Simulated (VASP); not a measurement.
Level of theory: PBE GGA, VASP's PBE PAW potentials (set 64) (plane waves; VASP 6.6.1).

Input for VASP

INCAR:
```
ALGO  =  Normal
EDIFF  =  1E-6
EDIFFG  =  -0.02
ENCUT  =  500
GGA  =  PE
IBRION  =  2
ISIF  =  3
ISMEAR  =  1
LASPH  =  .TRUE.
LCHARG  =  .FALSE.
LMAXMIX  =  6
LREAL  =  .FALSE.
LWAVE  =  .FALSE.
NELM  =  100
NSW  =  40
PREC  =  Accurate
PSTRESS  =  200
SIGMA  =  0.1
SYSTEM  =  Re
```

POSCAR:
```
Re
1.0
  1.3740671053  -2.3799539236   0.0000000000
  1.3740671053   2.3799539236   0.0000000000
  0.0000000000   0.0000000000   4.4527565812
Re
2
Cart
  1.3740671053   0.7933195612   1.1131891453
  1.3740671053  -0.7933195612   3.3395674359
```

**KPOINTS**
```
Regular mesh
0
G
  15 15 8
0 0 0
```

POTCAR, in this order: Re (PBE.64 set). Program: vasp_std.

The resulting files:

**OSZICAR**
```
       N       E                     dE             d eps       ncg     rms          rms(c)
DAV:   1     0.269446124210E+02    0.26945E+02   -0.68187E+03  5421   0.155E+03
DAV:   2    -0.201532504279E+02   -0.47098E+02   -0.40484E+02  4788   0.320E+02
DAV:   3    -0.258817502865E+02   -0.57285E+01   -0.46746E+01  5009   0.233E+02
DAV:   4    -0.261973677707E+02   -0.31562E+00   -0.27852E+00  5463   0.254E+01
DAV:   5    -0.262081519362E+02   -0.10784E-01   -0.10370E-01  5185   0.286E+00    0.437E+01
DAV:   6    -0.251960445202E+02    0.10121E+01   -0.96782E-01  5586   0.307E+01    0.182E+01
DAV:   7    -0.248441339069E+02    0.35191E+00   -0.70214E-01  5698   0.253E+01    0.610E-01
DAV:   8    -0.248309253900E+02    0.13209E-01   -0.11151E-02  5790   0.136E+00    0.219E-01
DAV:   9    -0.248303808438E+02    0.54455E-03   -0.40760E-04  5612   0.199E-01    0.379E-02
DAV:  10    -0.248303952733E+02   -0.14429E-04   -0.45240E-05  5022   0.622E-02    0.507E-03
DAV:  11    -0.248303951494E+02    0.12384E-06   -0.24761E-07  2721   0.214E-02
   1 F= -.21194973E+02 E0= -.21195218E+02  d E =-.211950E+02
       N       E                     dE             d eps       ncg     rms          rms(c)
DAV:   1    -0.241936408216E+02    0.63675E+00   -0.90865E+01  2970   0.677E+02    0.295E+01
DAV:   2    -0.239364672454E+02    0.25717E+00   -0.61083E-01  4846   0.294E+01    0.104E+01
DAV:   3    -0.238173335475E+02    0.11913E+00   -0.20585E-01  4804   0.172E+01    0.107E+00
DAV:   4    -0.238155485165E+02    0.17850E-02   -0.89010E-03  5713   0.264E+00    0.852E-01
DAV:   5    -0.238160927025E+02   -0.54419E-03   -0.25858E-03  5713   0.162E+00    0.182E-01
DAV:   6    -0.238162195417E+02   -0.12684E-03   -0.19674E-04  5744   0.492E-01    0.160E-02
DAV:   7    -0.238162149356E+02    0.46062E-05   -0.11518E-06  2857   0.393E-02    0.366E-03
DAV:   8    -0.238162147196E+02    0.21597E-06   -0.27185E-07  2127   0.260E-02
   2 F= -.20643912E+02 E0= -.20643508E+02  d E =0.551061E+00
       N       E                     dE             d eps       ncg     rms          rms(c)
DAV:   1    -0.250617032613E+02   -0.12455E+01   -0.31441E+01  3818   0.320E+02    0.214E+01
DAV:   2    -0.248423031360E+02    0.21940E+00   -0.33725E-01  4644   0.207E+01    0.890E+00
DAV:   3    -0.247723026566E+02    0.70000E-01   -0.17617E-01  4948   0.148E+01    0.638E-01
DAV:   4    -0.247732888417E+02   -0.98619E-03   -0.25213E-03  5263   0.454E-01    0.137E-01
DAV:   5    -0.247736559341E+02   -0.36709E-03   -0.84894E-04  5759   0.691E-01    0.777E-02
DAV:   6    -0.247737560455E+02   -0.10011E-03   -0.11011E-04  5695   0.260E-01    0.173E-02
DAV:   7    -0.247737589253E+02   -0.28797E-05   -0.22336E-06  2748   0.603E-02    0.372E-03
DAV:   8    -0.247737590763E+02   -0.15101E-06   -0.54703E-07  2102   0.192E-02
   3 F= -.21216365E+02 E0= -.21216541E+02  d E =-.213924E-01
       N       E                     dE             d eps       ncg     rms          rms(c)
DAV:   1    -0.247697663583E+02    0.39926E-02   -0.44264E-03  3051   0.416E+00    0.216E-01
DAV:   2    -0.247697472180E+02    0.19140E-04   -0.54421E-05  4929   0.272E-01    0.798E-02
DAV:   3    -0.247697405019E+02    0.67161E-05   -0.19719E-05  4665   0.157E-01    0.928E-03
DAV:   4    -0.247697407522E+02   -0.25033E-06   -0.77818E-08  1782   0.123E-02
   4 F= -.21216439E+02 E0= -.21216611E+02  d E =-.214664E-01
```

### OUTCAR
```
------------------------ aborting loop because EDIFF is reached ----------------------------------------
  FORCE on cell =-STRESS in cart. coord.  units (eV):
  Direction    XX          YY          ZZ          XY          YZ          ZX
  --------------------------------------------------------------------------------------
  Total        3.5326430      3.5326427      3.5457942      0.0000000      0.0000000      0.0000000
  in kB      198.8372254    198.8372058    199.5774509      0.0000000      0.0000000      0.0000000
  external PRESSURE =      -0.9160393 kB  Pullay stress =     200.0000000 kB
  volume of cell :       28.47
      direct lattice vectors                 reciprocal lattice vectors
     1.363627911 -2.361872708  0.000000000     0.366668939 -0.211696421 -0.000000000
     1.363627911  2.361872708 -0.000000000     0.366668939  0.211696421  0.000000000
     0.000000000 -0.000000000  4.419063833     0.000000000  0.000000000  0.226292273
 POSITION                                       TOTAL-FORCE (eV/Angst)
 -----------------------------------------------------------------------------------
      1.36363      0.78729      1.10477        -0.000000     -0.000000      0.000000
      1.36363     -0.78729      3.31430         0.000000      0.000000      0.000000
 -----------------------------------------------------------------------------------
    total drift:                               -0.000000      0.000006     -0.000016
  FREE ENERGIE OF THE ION-ELECTRON SYSTEM (eV)
  ---------------------------------------------------
  free  energy   TOTEN  =       -24.7697407522 eV

  energy  without entropy=      -24.7702543604  energy(sigma->0) =      -24.76991195
  enthalpy is  TOTEN    =       -21.2164392987 eV   P V=        3.5533014535

 reached required accuracy - stopping structural energy minimisation
```
(Selected blocks of OUTCAR.)

**CONTCAR**
```
Re
   1.00000000000000
     1.3636279110307166   -2.3618727079049338    0.0000000000000000
     1.3636279110307166    2.3618727079049338   -0.0000000000000000
     0.0000000000000000   -0.0000000000000000    4.4190638327649081
  Re
     2
Direct
     0.3333330000000032    0.6666669999999968    0.2500000000000000
     0.6666669999999968    0.3333330000000032    0.7500000000000000
```

### OUTCAR
```
 val. band max:        8.2665784720   @ k =   0.3333   0.1333   0.3750

 cond. band min:       8.2998352617   @ k =   0.1333   0.0667   0.0000


 Fermi energy:         8.2741060286

 k-point     1 :       0.0000    0.0000    0.0000
  band No.  band energies     occupation
      1      -1.7935      2.00000
      2       1.4264      2.00000
      3       6.5923      2.00000
      4       6.6386      2.00000
      5       6.6386      2.00000
      6       7.5113      2.00000
      7       7.5113      2.00000
      8       8.5205     -0.00272
      9       8.5205     -0.00271
     10       8.9552     -0.00000
     11      11.8206      0.00000

 k-point     2 :       0.0667    0.0000    0.0000
  band No.  band energies     occupation
      1      -1.6035      2.00000
      2       1.6058      2.00000
      3       6.1553      2.00000
      4       6.8139      2.00000
      5       7.0101      2.00000
      6       7.3751      2.00000
      7       7.6773      2.00000
      8       8.0813      2.02001
      9       8.3711     -0.04335
     10       8.5650     -0.00031
     11      11.9225      0.00000

 k-point     3 :       0.1333    0.0000    0.0000
  band No.  band energies     occupation
      1      -1.0585      2.00000
      2       2.0910      2.00000
      3       5.6156      2.00000
      4       6.8489      2.00000
      5       6.9648      2.00000
      6       7.3310      2.00000
      7       7.5375      2.00000
      8       7.9983      2.00068
      9       8.1655      2.06384
     10       8.2612      1.21693
     11      12.1587      0.00000

 k-point     4 :       0.2000   -0.0000    0.0000
  band No.  band energies     occupation
      1      -0.2390      2.00000
      2       2.6624      2.00000
      3       5.1913      2.00000
      4       5.6144      2.00000
      5       6.5675      2.00000
      6       7.5365      2.00000
      7       7.9029      2.00000
      8       8.1620      2.06712
      9       8.2113      1.86439
...
```

Energy and stress use the plane-wave basis of the starting cell. Unless said otherwise, spin-orbit coupling is left out, though it shifts the bands of the heavy elements here.

The compound is Re in the hcp structure. This run relaxes it under an external pressure of 20 GPa. Symmetry was kept, so distortions that lower it aren't found.
